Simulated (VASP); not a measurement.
All values below come from PBEsol GGA, VASP's PBE PAW potentials (set 64) (plane waves; VASP).

Input for VASP

**INCAR**
```
ALGO = Normal
EDIFF = 1E-7
EDIFFG = -0.01
ENCUT = 480
GGA = PS
IBRION = 2
ISIF = 2
ISMEAR = 0
LASPH = .TRUE.
LCHARG = .FALSE.
LREAL = .FALSE.
LWAVE = .FALSE.
NELM = 100
NSW = 30
PREC = Accurate
SIGMA = 0.05
SYSTEM = Si
```

### KPOINTS
```
K-points
0
Gamma
8 8 8
```

**POSCAR**
```
Si
1
    0.0000000000     2.6362830724     2.6362830724
    2.6362830724     0.0000000000     2.6362830724
    2.6362830724     2.6362830724     0.0000000000
Si
2
Direct
  0.0000000000   0.0000000000   0.0000000000
  0.2500000000   0.2500000000   0.2500000000
```

POTCAR, in this order: Si (PBE.64 set). Program: vasp_std.

Output of the run:

File OSZICAR:
```
       N       E                     dE             d eps       ncg     rms          rms(c)
DAV:   1     0.490896321461E+01    0.49090E+01   -0.31658E+03   464   0.725E+02
DAV:   2    -0.114676002864E+02   -0.16377E+02   -0.16125E+02   720   0.808E+01
DAV:   3    -0.116667692648E+02   -0.19917E+00   -0.19917E+00   592   0.110E+01
DAV:   4    -0.116675566442E+02   -0.78738E-03   -0.78738E-03   720   0.766E-01
DAV:   5    -0.116675574961E+02   -0.85194E-06   -0.85229E-06   624   0.188E-02    0.558E+00
DAV:   6    -0.114686714385E+02    0.19889E+00   -0.13675E-01   544   0.190E+00    0.337E+00
DAV:   7    -0.113834001569E+02    0.85271E-01   -0.22459E-01   568   0.252E+00    0.287E-01
DAV:   8    -0.113837265833E+02   -0.32643E-03   -0.55136E-03   576   0.576E-01    0.793E-02
DAV:   9    -0.113837682011E+02   -0.41618E-04   -0.88190E-05   680   0.794E-02    0.573E-02
DAV:  10    -0.113837773472E+02   -0.91461E-05   -0.14647E-05   576   0.265E-02    0.152E-02
DAV:  11    -0.113837770590E+02    0.28822E-06   -0.27910E-07   696   0.395E-03    0.228E-03
DAV:  12    -0.113837769995E+02    0.59541E-07   -0.10599E-07   520   0.269E-03
   1 F= -.11383777E+02 E0= -.11383777E+02  d E =-.113838E+02
```

### OUTCAR
```
------------------------ aborting loop because EDIFF is reached ----------------------------------------
  FORCE on cell =-STRESS in cart. coord.  units (eV):
  Direction    XX          YY          ZZ          XY          YZ          ZX
  --------------------------------------------------------------------------------------
  Total        2.3793871      2.3793871      2.3793871      0.0000000      0.0000000     -0.0000000
  in kB      104.0326273    104.0326273    104.0326273      0.0000000      0.0000000     -0.0000000
  external PRESSURE =     104.0326273 kB  Pullay stress =       0.0000000 kB
  volume of cell :       36.64
      direct lattice vectors                 reciprocal lattice vectors
     0.000000000  2.636283072  2.636283072    -0.189660968  0.189660968  0.189660968
     2.636283072  0.000000000  2.636283072     0.189660968 -0.189660968  0.189660968
     2.636283072  2.636283072  0.000000000     0.189660968  0.189660968 -0.189660968
 POSITION                                       TOTAL-FORCE (eV/Angst)
 -----------------------------------------------------------------------------------
      0.00000      0.00000      0.00000        -0.000000     -0.000000      0.000000
      1.31814      1.31814      1.31814         0.000000      0.000000     -0.000000
 -----------------------------------------------------------------------------------
    total drift:                                0.000000      0.000000     -0.000000
  FREE ENERGIE OF THE ION-ELECTRON SYSTEM (eV)
  ---------------------------------------------------
  free  energy   TOTEN  =       -11.3837769995 eV

  energy  without entropy=      -11.3837769967  energy(sigma->0) =      -11.38377700

 reached required accuracy - stopping structural energy minimisation
```
(Selected blocks of OUTCAR.)

The compound is Si in the diamond structure. This cell was strained or had an atom moved on purpose.
